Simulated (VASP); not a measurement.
Here is the system:

```
CELL_PARAMETERS angstrom
      0.00000     3.00145     3.00145
      3.00145     0.00000     3.00145
      3.00145     3.00145     0.00000
ATOMIC_POSITIONS crystal
  V  0.76781 0.74881 0.74758
  V  0.25730 0.24710 0.25073
  V  0.98491 0.99468 0.99541
  Re 0.48998 0.50941 0.50629
```

Method: LDA (Ceperley-Alder, Perdew-Zunger), VASP's LDA PAW potentials (set 64) (plane waves; VASP). Numerical set-up: 300 eV cut-off, 5×5×5 Γ-centred mesh, Gaussian smearing of 0.10 eV, potentials V_sv Re.

At this cut-off the stress carries a Pulay error, which pulls relaxed volumes low. Energy and stress use the plane-wave basis of the starting cell.

The ions, cell shape and volume are relaxed. What does this cell relax into?

```
CELL_PARAMETERS angstrom
     -0.00113     2.95645     2.95633
      2.95594    -0.00105     2.95623
      2.95580     2.95620    -0.00090
ATOMIC_POSITIONS crystal
  V  0.75010 0.75004 0.75004
  V  0.25003 0.24994 0.24995
  V  0.99995 0.99997 0.99997
  Re 0.49992 0.50005 0.50003
```
Space group Fm-3m (225), at a tolerance of 0.03 Å.

How do energy and volume change from the first to the last step?

The energy (σ→0) changes by -50.9 meV/atom and the volume by -4.4 %, in 11 ionic steps.

| step | E(σ→0) (eV) | max force (eV/Å) | pressure (GPa) | volume (Å³) |
|---|---|---|---|---|
| 1 | -44.5031 | 1.141 | -10.50 | 54.08 |
| 2 | -44.3427 | 0.602 | 28.13 | 47.44 |
| 3 | -44.6348 | 1.008 | 2.98 | 51.27 |
| 4 | -44.7013 | 0.298 | 0.46 | 51.62 |
| 5 | -44.7013 | 0.287 | 0.49 | 51.61 |
| 6 | -44.7055 | 0.078 | -1.02 | 51.88 |
| 7 | -44.7055 | 0.075 | -1.02 | 51.89 |
| 8 | -44.7053 | 0.098 | 1.20 | 51.48 |
| 9 | -44.7065 | 0.024 | 0.02 | 51.69 |
| 10 | -44.7065 | 0.022 | 0.04 | 51.69 |
| 11 | -44.7065 | 0.009 | 0.04 | 51.69 |

The structure comes from a computed database's V3Re entry; how it stands against other phases isn't given here. In the starting cell atoms are displaced from their ideal sites. This run relaxes it. The k-mesh is coarse (spacing up to 0.37 per Å, 2π included), so the numbers may not be converged in it. The run is one of a series of settings (EDIFFG = -0.01, IBRION = 2, ISIF = 3, NSW = 50 against the base run), some of them coarse on purpose. The run is not spin-polarised, so no magnetic state was tried.
